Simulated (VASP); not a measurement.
Method: PBE GGA, VASP's PBE PAW potentials (set 64) (plane waves; VASP 6.6.1).

VASP input:

### INCAR
```
ALGO  =  Normal
EDIFF  =  1E-6
ENCUT  =  300
GGA  =  PE
ISIF  =  2
ISMEAR  =  1
LASPH  =  T
LCHARG  =  F
LMAXMIX  =  6
LREAL  =  F
LWAVE  =  F
NELM  =  100
PREC  =  Accurate
SIGMA  =  0.1
SYSTEM  =  WSi2
```

**KPOINTS**
```
Automatic mesh
0
Gamma
8 8 10
0 0 0
```

**POSCAR**
```
WSi2
1.0
 -1.5568500000   1.5568500000   3.7975500000
  1.5568500000  -1.5568500000   3.7975500000
  1.5568500000   1.5568500000  -3.7975500000
Si W
2 1
Cart
  0.0804766902   0.0325350513   4.9963833693
 -0.1273098519  -0.0560559411   2.6384769792
  0.0468347186   0.0235193330  -0.0397565510
```

POTCAR, in this order: Si W_sv (PBE.64 set). Program: vasp_std.

Output

**OSZICAR**
```
       N       E                     dE             d eps       ncg     rms          rms(c)
DAV:   1     0.922259103577E+02    0.92226E+02   -0.82054E+03  9768   0.102E+03
DAV:   2    -0.220540009165E+02   -0.11428E+03   -0.11281E+03 11400   0.285E+02
DAV:   3    -0.246475214244E+02   -0.25935E+01   -0.25631E+01 12891   0.412E+01
DAV:   4    -0.246622557202E+02   -0.14734E-01   -0.14733E-01 11134   0.356E+00
DAV:   5    -0.246624183822E+02   -0.16266E-03   -0.16266E-03 13045   0.349E-01    0.319E+01
DAV:   6    -0.240006393657E+02    0.66178E+00   -0.28771E+00 11876   0.138E+01    0.128E+01
DAV:   7    -0.239063428832E+02    0.94296E-01   -0.16206E-01 11379   0.276E+00    0.474E+00
DAV:   8    -0.238924817202E+02    0.13861E-01   -0.26257E-02 13052   0.137E+00    0.321E-01
DAV:   9    -0.238918384956E+02    0.64322E-03   -0.15762E-03 11176   0.325E-01    0.168E-01
DAV:  10    -0.238917743016E+02    0.64194E-04   -0.27570E-04 12772   0.140E-01    0.608E-02
DAV:  11    -0.238917739565E+02    0.34512E-06   -0.21511E-05 11554   0.395E-02    0.178E-02
DAV:  12    -0.238917749197E+02   -0.96325E-06   -0.12784E-06  7625   0.107E-02
   1 F= -.23891775E+02 E0= -.23891745E+02  d E =-.907124E-04
```

File OUTCAR:
```
------------------------ aborting loop because EDIFF is reached ----------------------------------------
  FORCE on cell =-STRESS in cart. coord.  units (eV):
  Direction    XX          YY          ZZ          XY          YZ          ZX
  --------------------------------------------------------------------------------------
  Total        7.9572600      8.5296445      8.9843339      0.8192488     -0.6387150     -1.3460848
  in kB      346.2717788    371.1799267    390.9663991     35.6508070    -27.7946148    -58.5768453
  external PRESSURE =     369.4727015 kB  Pullay stress =       0.0000000 kB
  volume of cell :       36.82
      direct lattice vectors                 reciprocal lattice vectors
    -1.556850000  1.556850000  3.797550000     0.000000000  0.321161319  0.131663836
     1.556850000 -1.556850000  3.797550000     0.321161319  0.000000000  0.131663836
     1.556850000  1.556850000 -3.797550000     0.321161319  0.321161319  0.000000000
 POSITION                                       TOTAL-FORCE (eV/Angst)
 -----------------------------------------------------------------------------------
      0.08048      0.03254      4.99638        -0.851618     -0.351148      1.767506
      1.42954      1.50079     -1.15907         2.509595      1.250782     -3.376175
      0.04683      0.02352     -0.03976        -1.657977     -0.899634      1.608669
 -----------------------------------------------------------------------------------
    total drift:                                0.000060      0.000036      0.000313
  FREE ENERGIE OF THE ION-ELECTRON SYSTEM (eV)
  ---------------------------------------------------
  free  energy   TOTEN  =       -23.8917749197 eV

  energy  without entropy=      -23.8916842073  energy(sigma->0) =      -23.89174468
```
(Selected blocks of OUTCAR.)

At this cut-off the stress carries a Pulay error, which pulls relaxed volumes low.

The structure is a typed WSi2 crystal. The cell was not relaxed at this level, atoms are displaced from their ideal sites.
